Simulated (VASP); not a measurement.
Here is the system:

```
Cs
1.0
   -3.05000     3.05000     3.05000
    3.05000    -3.05000     3.05000
    3.05000     3.05000    -3.05000
Cs
1
Cartesian
  0.00000   0.00000   0.00000
```

Calculation: r2SCAN meta-GGA, VASP's PBE PAW potentials (set 64) (plane waves; VASP 6.6.1). Run with 520 eV cut-off, 8×8×8 Γ-centred mesh, first-order Methfessel-Paxton smearing of 0.10 eV, potentials Cs_sv.

Energy and stress use the plane-wave basis of the starting cell.

The ions, cell shape and volume are relaxed. What does this cell relax into?

```
Cs
1.0
   -3.13723     3.13723     3.13723
    3.13723    -3.13723     3.13723
    3.13723     3.13723    -3.13723
Cs
1
Direct
  0.00000   0.00000   0.00000
```
Space group Im-3m (229), at a tolerance of 0.03 Å.

How do energy and volume change from the first to the last step?

The energy (σ→0) changes by -5.6 meV/atom and the volume by +8.8 %, in 4 ionic steps.

The compound is Cs in the bcc structure. This run relaxes it. Symmetry was kept, so distortions that lower it aren't found.
